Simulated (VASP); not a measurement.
An input for Quantum ESPRESSO's pw.x (written as the equivalent of a VASP run, and not itself run):

```
&CONTROL
  calculation = 'scf'
  pseudo_dir = './pseudo'
  outdir = './out'
  tprnfor = .true.
  tstress = .true.
/
&SYSTEM
  ibrav = 0
  nat = 4
  ntyp = 2
  ecutwfc = 84
  occupations = 'smearing'
  smearing = 'gaussian'
  degauss = 0.009996
  input_dft = 'pbesol'
/
&ELECTRONS
  conv_thr = 7.3e-08
  electron_maxstep = 100
/
ATOMIC_SPECIES
  Pt 195.084 Pt.upf
  Te 127.600 Te.upf
CELL_PARAMETERS angstrom
     4.1110000    0.0000000    0.0000000
    -2.0555000    3.5602300    0.0000000
     0.0000000    0.0000000    5.4460000
ATOMIC_POSITIONS crystal
  Pt   0.0150910 -0.0059940 -0.0087620
  Pt  -0.0005860  0.0039550  0.5139320
  Te   0.3214370  0.6723320  0.2500110
  Te   0.6640580  0.3297070  0.7448190
K_POINTS automatic
  5 5 3 0 0 0
```

Question: Translate this input to VASP (INCAR, KPOINTS, POSCAR, choice of POTCAR).

Answer: This is not unique; one that fits is 
### POSCAR
```
TePt
1.0
  4.1110000000   0.0000000000   0.0000000000
 -2.0555000000   3.5602300000   0.0000000000
  0.0000000000   0.0000000000   5.4460000000
Pt Te
2 2
Cartesian
  0.0743597680  -0.0213400186  -0.0477178520
 -0.0105385485   0.0140807097   2.7988736720
 -0.0605509190   2.3936565564   1.3615599060
  2.0522296995   1.1738327526   4.0562842740
```

### INCAR
```
! general
SYSTEM  = TePt
PREC    = Accurate
ENCUT   = 300   ! plane-wave cut-off (eV)
LREAL   = .False.
LASPH   = .True.   ! aspherical one-centre terms

! electronic loop
EDIFF   = 1E-6
NELM    = 100
ALGO    = Normal   ! blocked Davidson
LMAXMIX = 6

! smearing
ISMEAR  = 0   ! Gaussian
SIGMA   = 0.136   ! width (eV)

! functional
GGA     = PS   ! PBEsol

! ions
ISIF    = 2

! output
LWAVE   = .False.
LCHARG  = .False.
```

File KPOINTS:
```
Automatic
0
Gamma
5 5 3
```

POTCAR, in this order: Pt Te (PBE.64 set). Program: vasp_std.

Limits of the translation: the potentials are each code's own (VASP's PAW set, PseudoDojo norm-conserving files in pw.x), so ENCUT and ecutwfc are chosen apart and not converted; conv_thr bounds pw.x's estimated SCF error, while EDIFF bounds the energy change between steps.

The structure comes from a measured TePt entry of the Crystallography Open Database, whose conditions weren't checked. The cell was not relaxed at this level, atoms are displaced from their ideal sites. The k-mesh is coarse (spacing up to 0.38 per Å, 2π included), so the numbers may not be converged in it.
